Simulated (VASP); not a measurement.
Input:

```
ZnS
1.0
    0.00000     2.67529     2.67529
    2.67529     0.00000     2.67529
    2.67529     2.67529     0.00000
Zn S
1 1
Direct
  0.00000   0.00000   0.00000
  0.25000   0.25000   0.25000
```

Level of theory: optB86b-vdW, VASP's PBE PAW potentials (set 64) (plane waves; VASP). Settings: 520 eV cut-off, 8×8×8 Γ-centred mesh, Gaussian smearing of 0.050 eV, potentials Zn S.

Question: What does the run give for the energy per atom (σ→0), pressure, band gap (on the k-mesh) with the smallest direct gap where there is one?

Answer: 
```
Item                                         Result
-----------------------------------  --------------
band gap (on the k-mesh)                    2.18 eV
smallest direct gap (on the k-mesh)         2.18 eV
energy per atom (σ→0)                -1.190 eV/atom
pressure                                   2.47 GPa
```

The absolute energy has meaning only against runs of the same code, potentials and settings.

The compound is ZnS in the zinc blende structure. This cell is one point of a volume scan, at 0.97 of the reference volume.
